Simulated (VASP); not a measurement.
A run of VASP 6.6.1 is set up as follows.

The input INCAR:

```
  PREC = Accurate
  ENCUT = 450
  EDIFF = 1E-5
  ISMEAR = 0
  SIGMA = 0.03
  LREAL = Auto
  LASPH = T
  NELM = 120
  ALGO = Normal
  ISIF = 2
  LWAVE = F
  LCHARG = F
  ISPIN = 2
  MAGMOM = 5 0 0 0 0 0 0 0 0 0 0 0 0 0 0 0 0 0 0 0 0 0 0 0
  LORBIT = 11
  NUPDOWN = 5
  LMAXMIX = 4
  LDAU = T
  LDAUTYPE = 2
  LDAUL = 2 -1
  LDAUU = 4 0
  LDAUJ = 0 0
  LDAUPRINT = 1
  GGA = PS
  KPAR = 4
```

The input KPOINTS:

```
Automatic mesh
0
Gamma
  3 4 4
```

Contents of POSCAR:

```
CoC23
1.0
    0.0000000000      5.3503200000      5.3503200000
    3.5668800000      0.0000000000      3.5668800000
    3.5668800000      3.5668800000      0.0000000000
Co C
1 23
Direct
    0.0000000000      0.0000000000      0.0000000000
    0.0000000000      0.0000000000      0.5000000000
    0.0000000000      0.5000000000      0.0000000000
    0.0000000000      0.5000000000      0.5000000000
    0.3333330000      0.0000000000      0.0000000000
    0.3333330000      0.0000000000      0.5000000000
    0.3333330000      0.5000000000      0.0000000000
    0.3333330000      0.5000000000      0.5000000000
    0.6666670000      0.0000000000      0.0000000000
    0.6666670000      0.0000000000      0.5000000000
    0.6666670000      0.5000000000      0.0000000000
    0.6666670000      0.5000000000      0.5000000000
    0.0833333333      0.1250000000      0.1250000000
    0.0833333333      0.1250000000      0.6250000000
    0.0833333333      0.6250000000      0.1250000000
    0.0833333333      0.6250000000      0.6250000000
    0.4166663333      0.1250000000      0.1250000000
    0.4166663333      0.1250000000      0.6250000000
    0.4166663333      0.6250000000      0.1250000000
    0.4166663333      0.6250000000      0.6250000000
    0.7500003333      0.1250000000      0.1250000000
    0.7500003333      0.1250000000      0.6250000000
    0.7500003333      0.6250000000      0.1250000000
    0.7500003333      0.6250000000      0.6250000000
```

Potentials or basis: VASP PAW PBE potentials, release 64 (Co, C).

The run is started by

```console
$ cat potpaw_PBE.64/Co/POTCAR potpaw_PBE.64/C/POTCAR > POTCAR
$ mpirun -np 4 vasp_std > vasp.out
```

(1) What does it give for the largest force?

Results:

(1) 13.868 eV/Å.

Caveat: the k mesh is coarse (spacing up to 0.38 Å⁻¹), so the values aren't converged; the PAW data sets were made with another functional, which shifts forces and pressure a little; the total moment is fixed, so each spin has its own Fermi level; the U is typed as a test and isn't derived for this compound.
